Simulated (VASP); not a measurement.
# PbSe (Fm-3m) in VASP: further runs, part 2 of 2

VASP 6.6.1. The steps go on from the part before.

## 3. Relaxation of cell and atoms, LDA

This run uses another cell than the first one, of 27.64 Å³/atom, 0.964 times its volume.

Contents of INCAR:

```
SYSTEM = PbSe
PREC     = Accurate       ! precision mode
ENCUT    = 600            ! plane-wave cutoff, eV
EDIFF    = 1E-7           ! SCF threshold, eV
ISMEAR   = 0              ! smearing method
SIGMA    = 0.03           ! smearing width, eV
LREAL    = .FALSE.        ! projectors in reciprocal space
LASPH    = .TRUE.         ! aspherical terms in the spheres
NELM     = 80             ! most SCF steps
ALGO     = Normal         ! electronic algorithm
ISIF     = 3              ! what is computed and relaxed
LWAVE    = .FALSE.        ! write WAVECAR
LCHARG   = .FALSE.        ! write CHGCAR
GGA      = CA             ! functional
IBRION   = 2              ! ionic algorithm
NSW      = 90             ! ionic steps
EDIFFG   = -0.005         ! ionic threshold
```

Contents of KPOINTS:

```
regular mesh
0
G
  10 10 10
  0 0 0
```

Contents of POSCAR:

```
PbSe                                    
1.0
    0.0000000000      3.0235427677      3.0235427677
    3.0235427677      0.0000000000      3.0235427677
    3.0235427677      3.0235427677      0.0000000000
  Pb              Se            
     1     1
Direct
     0.0000000000000000    0.0000000000000000    0.0000000000000000
     0.5000000000000000    0.5000000000000000    0.5000000000000000
```

Potentials or basis: VASP PAW LDA potentials, release 64 (Pb_d, Se).

The run is started by

```console
cat potpaw_LDA.64/Pb_d/POTCAR potpaw_LDA.64/Se/POTCAR > POTCAR
mpirun -np 1 vasp_std > vasp.out
```

OUTCAR:

```text
SYSTEM = PbSe
   PREC = Accurate
   ENCUT = 600
   EDIFF = 1E-7
   ISMEAR = 0
   LREAL = .FALSE.
   LASPH = .TRUE.
   NELM = 80
   ISIF = 3
   GGA = CA
   IBRION = 2
   NSW = 90
   EDIFFG = -0.005

 ion  position               nearest neighbor table
   1  0.000  0.000  0.000-   2 3.02   2 3.02   2 3.02   2 3.02   2 3.02   2 3.02
   2  0.500  0.500  0.500-   1 3.02   1 3.02   1 3.02   1 3.02   1 3.02   1 3.02

  LATTYP: Found a face centered cubic cell.
 ALAT       =     6.0470855354

  Lattice vectors:

 A1 = (   0.0000000000,   3.0235427677,   3.0235427677)
 A2 = (   3.0235427677,   0.0000000000,   3.0235427677)
 A3 = (   3.0235427677,   3.0235427677,   0.0000000000)

Analysis of symmetry for initial positions (statically):
=====================================================================
 Subroutine PRICEL returns:
 Original cell was already a primitive cell.

 Routine SETGRP: Setting up the symmetry group for a
 face centered cubic supercell.

 Subroutine GETGRP returns: Found 48 space group operations
[... 182 lines left out ...]
      6      -8.5546      2.00000
      7      -0.9460      2.00000
      8       3.3407      2.00000
      9       3.3407      2.00000
     10       3.3407      2.00000
     11      10.0581      0.00000
     12      10.0581      0.00000
     13      10.0581      0.00000
     14      11.7744      0.00000
[... 377 lines left out ...]
      1     -11.5804      2.00000
      2     -11.4824      2.00000
      3     -11.4585      2.00000
      4     -11.4282      2.00000
      5     -11.4255      2.00000
      6      -7.3594      2.00000
      7      -2.4887      2.00000
      8       1.6664      2.00000
      9       2.2510      2.00000
     10       2.3965      2.00000
     11       9.1114      0.00000
     12       9.5123      0.00000
     13      10.1976      0.00000
     14      10.5562      0.00000

 [... further k-points ...]

------------------------ aborting loop because EDIFF is reached ----------------------------------------

  FORCE on cell =-STRESS in cart. coord.  units (eV):
  Direction    XX          YY          ZZ          XY          YZ          ZX
  --------------------------------------------------------------------------------------
  -------------------------------------------------------------------------------------
  Total       -0.0017499     -0.0017499     -0.0017499      0.0000000      0.0000000     -0.0000000
  in kB       -0.0507165     -0.0507165     -0.0507165      0.0000000      0.0000000     -0.0000000
  external PRESSURE =      -0.0507165 kB  Pullay stress =       0.0000000 kB

 VOLUME and BASIS-vectors are now :
 -----------------------------------------------------------------------------
  energy-cutoff  :      600.00
  volume of cell :       55.28
      direct lattice vectors                 reciprocal lattice vectors
     0.000000000  3.023542768  3.023542768    -0.165368919  0.165368919  0.165368919
     3.023542768  0.000000000  3.023542768     0.165368919 -0.165368919  0.165368919
     3.023542768  3.023542768  0.000000000     0.165368919  0.165368919 -0.165368919

 POSITION                                       TOTAL-FORCE (eV/Angst)
 -----------------------------------------------------------------------------------
      0.00000      0.00000      0.00000        -0.000000     -0.000000     -0.000000
      3.02354      3.02354      3.02354         0.000000      0.000000      0.000000
 -----------------------------------------------------------------------------------
    total drift:                               -0.000000      0.000000      0.000000

  FREE ENERGIE OF THE ION-ELECTRON SYSTEM (eV)
  ---------------------------------------------------
  free  energy   TOTEN  =        -9.4571750758 eV

  energy  without entropy=       -9.4570804373  energy(sigma->0) =       -9.45712776

 reached required accuracy - stopping structural energy minimisation
```

OSZICAR:

```text
N       E                     dE             d eps       ncg     rms          rms(c)
DAV:   1     0.165825144599E+03    0.16583E+03   -0.10686E+04  1324   0.164E+03
DAV:   2     0.338091754029E+01   -0.16244E+03   -0.15885E+03  1376   0.377E+02
DAV:   3    -0.939663644988E+01   -0.12778E+02   -0.12694E+02  1760   0.107E+02
DAV:   4    -0.971333628362E+01   -0.31670E+00   -0.31644E+00  1422   0.195E+01
DAV:   5    -0.972440972199E+01   -0.11073E-01   -0.11073E-01  1804   0.371E+00    0.288E+00
DAV:   6    -0.946847660901E+01    0.25593E+00   -0.67323E-01  1976   0.696E+00    0.168E+00
DAV:   7    -0.945882273405E+01    0.96539E-02   -0.96756E-02  1466   0.181E+00    0.862E-01
DAV:   8    -0.945747435919E+01    0.13484E-02   -0.93069E-03  1562   0.122E+00    0.104E-01
DAV:   9    -0.945717555255E+01    0.29881E-03   -0.21362E-03  1960   0.496E-01    0.412E-02
DAV:  10    -0.945717604222E+01   -0.48967E-06   -0.12789E-04  1430   0.810E-02    0.134E-02
DAV:  11    -0.945717529993E+01    0.74228E-06   -0.14979E-05  1710   0.411E-02    0.551E-03
DAV:  12    -0.945717506842E+01    0.23152E-06   -0.18526E-06  1702   0.216E-02    0.116E-03
DAV:  13    -0.945717507578E+01   -0.73655E-08   -0.12666E-07  1010   0.423E-03
   1 F= -.94571751E+01 E0= -.94571278E+01  d E =-.945718E+01
```

It took 20 s on 1 thread of Intel Xeon Platinum 8488C (Sapphire Rapids), shared host; peak memory 0.19 GiB.

What came out:

```
Free energy             : -9.4572 eV
Pressure after relaxing : 0.0 GPa
Band gap on the k mesh  : 0.04 eV, direct
```

Final structure:
```
CELL_PARAMETERS angstrom
0.00000 3.02354 3.02354
3.02354 0.00000 3.02354
3.02354 3.02354 0.00000
ATOMIC_POSITIONS crystal
Pb 0.00000 0.00000 0.00000
Se 0.50000 0.50000 0.50000
```

Caveat: the relaxation stopped at its first step, so nothing moved; spin-orbit coupling is left out, which as a rule narrows the gap of such compounds by several tenths of an eV.
